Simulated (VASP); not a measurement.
Energy against volume of Pt3Ti (L1_2). Computed with vdW-DF-cx, VASP's PBE PAW potentials (set 64) (plane waves; VASP 6.6.1). Settings: 520 eV cut-off, 8×8×8 Γ-centred mesh, first-order Methfessel-Paxton smearing of 0.10 eV, potentials Ti_sv Pt.

| V (Å³/atom) | E (eV/atom) |
|---|---|
| 14.040 | -5.13566 |
| 14.488 | -5.17387 |
| 14.936 | -5.18583 |
| 15.384 | -5.17587 |

Problem. Fit these four points and predict the energy of the run at 15.832 Å³/atom.

Solution. A cubic in V^(−2/3), the third-order Birch-Murnaghan form, passes through the four points with V0 = 14.94 Å³/atom and B0 = 260 GPa, and gives -5.1476 eV/atom there. The run gave -5.1477 eV/atom, -0.0 meV/atom from the fit; all five points give B0 = 260 GPa.

The compound is Pt3Ti in the L1_2 structure. It was relaxed first.
